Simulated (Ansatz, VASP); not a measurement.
**CdC6 in VASP and in Ansatz**

INCAR

```
PREC = Accurate ; ENCUT = 600
EDIFF = 1E-7 ; ISMEAR = 0
SIGMA = 0.1 ; LREAL = F
LASPH = T ; NELM = 100
ALGO = Normal ; ISIF = 3
LWAVE = F ; LCHARG = F
GGA = PE ; IBRION = 2
NSW = 100 ; EDIFFG = -0.01
```

The input KPOINTS:

```
regular mesh
0
Gamma
  10 10 10
```

Contents of POSCAR:

```
CdC6
1.0
    3.9254791338      0.0000000000      0.0000000000
    0.0000000000      3.9254791338      0.0000000000
    0.0000000000      0.0000000000      3.9254791338
Cd C
1 6
Direct
    0.0000000000      0.0000000000      0.0000000000
    0.8265983164      0.5000000000      0.5000000000
    0.1734016836      0.5000000000      0.5000000000
    0.5000000000      0.5000000000      0.8265983164
    0.5000000000      0.5000000000      0.1734016836
    0.5000000000      0.1734016836      0.5000000000
    0.5000000000      0.8265983164      0.5000000000
```

Input for Ansatz:

```yaml
crystal:
  lattice:
    - [3.9254791338, 0.0, 0.0]
    - [0.0, 3.9254791338, 0.0]
    - [0.0, 0.0, 3.9254791338]
  atoms:
    - { symbol: Cd, position: [0.0, 0.0, 0.0] }
    - { symbol: C, position: [0.8265983164, 0.5, 0.5] }
    - { symbol: C, position: [0.1734016836, 0.5, 0.5] }
    - { symbol: C, position: [0.5, 0.5, 0.8265983164] }
    - { symbol: C, position: [0.5, 0.5, 0.1734016836] }
    - { symbol: C, position: [0.5, 0.1734016836, 0.5] }
    - { symbol: C, position: [0.5, 0.8265983164, 0.5] }
basis:
  ecutwfc: 420
kpoints:
  mp_grid: { grid: [10, 10, 10] }
hamiltonian:
  xc: pbe
scf:
  occupations: { method: gaussian, width: 0.1 }
output:
  forces: true
  stress: true
  eigenvalues: true
  write_density: true
  write_potential: true
  elf: true
  volumetric_format: npy
relax:
  adjacent_minimum: "off"
  f_tol: 0.01
  max_steps: 80
  cell: { stress_tol: 0.05 }
```

Change from the starting cell: species swapped into the YbB6 type (Pm-3m, No. 221).

Alike in both runs: task relaxation of cell and atoms; functional PBE; k mesh 10 × 10 × 10; occupations gaussian, width 0.1 eV; no spin polarisation.

|  | VASP | Ansatz |
| --- | --- | --- |
| version | VASP 6.6.1 | Ansatz 0.2.0 |
| potentials or method | VASP PAW PBE potentials, release 64 (Cd, C) | scalar-relativistic, plane waves, PAW |
| plane-wave cutoff (eV) | 600 | 420 |
| valence electrons in the cell | 36 | 44 |

|  | VASP | Ansatz | Ansatz less VASP |
| --- | --- | --- | --- |
| gap on the k mesh at the Fermi level, each at its own relaxed structure (eV) | none | none | - |
| relaxed volume (Å³/atom) | 8.56 | 8.55 | -0.003 |
| relaxed cell length with the largest relative difference (Å) | 3.912 | 3.912 | -0.0005 |
| energy change over the relaxation (meV/atom) | -2 | -2 | +0.3 |

A gap of «none» marks a metal or a gap that the smearing closes. The two sets of potentials don't hold the same shells in valence.
